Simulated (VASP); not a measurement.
Here is the system:

```
CELL_PARAMETERS angstrom
      4.16206     0.00000     0.00000
      0.00000     4.16206     0.00000
      0.00000     0.00000     4.16206
ATOMIC_POSITIONS crystal
  Cs 0.00000 0.00000 0.00000
  Cl 0.50000 0.50000 0.50000
```

The numbers are results of PBE GGA with D3 dispersion (zero damping), VASP's PBE PAW potentials (set 64) (plane waves; VASP), not measurements. Settings: 520 eV cut-off, 6×6×6 Γ-centred mesh, Gaussian smearing of 0.050 eV, potentials Cs_sv Cl.

Unless said otherwise, spin-orbit coupling is left out, though it shifts the bands of the heavy elements here.

**Question.** What does the run give for the energy per atom (σ→0), band gap (on the k-mesh) with the smallest direct gap where there is one?

**Answer.** 
```json
{
 "band gap (on the k-mesh)": "5.13 eV",
 "smallest direct gap (on the k-mesh)": "5.13 eV",
 "energy per atom (σ→0)": "-3.506 eV/atom"
}
```

The compound is CsCl in the CsCl type structure. This cell is one point of a volume scan, at 0.97 of the reference volume.
